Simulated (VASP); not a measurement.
Given:

```
Cd3ZnS4
1.0
    4.12652    -7.10864    -0.00430
    2.04650     3.54464     0.00000
   -0.00351     0.00202     6.69945
Zn Cd S
1 3 4
Cartesian
  2.05424  -1.18602   3.35344
  2.08949   1.15673   0.02645
  4.13444  -4.75012   3.33022
  4.07427  -2.35228   0.00639
  2.04184  -1.17886   5.71486
  2.16016   1.11593   2.59929
  4.13282  -4.74918   5.89171
  3.99254  -2.30509   2.56208
```

All values below come from PBE GGA, VASP's PBE PAW potentials (set 64) (plane waves; VASP). Settings: 400 eV cut-off, Gaussian smearing of 0.050 eV, potentials Zn Cd S.

### Question
Estimate the band gap (along the path) with the smallest direct gap where there is one.

### Answer

| Property | Value |
|---|---|
| band gap (along the path) | 1.21 eV |
| smallest direct gap (along the path) | 1.21 eV |

The structure was generated: Cd3ZnS4 was put into an ordered model structure (Pm), which need not be its known phase. It was relaxed first.
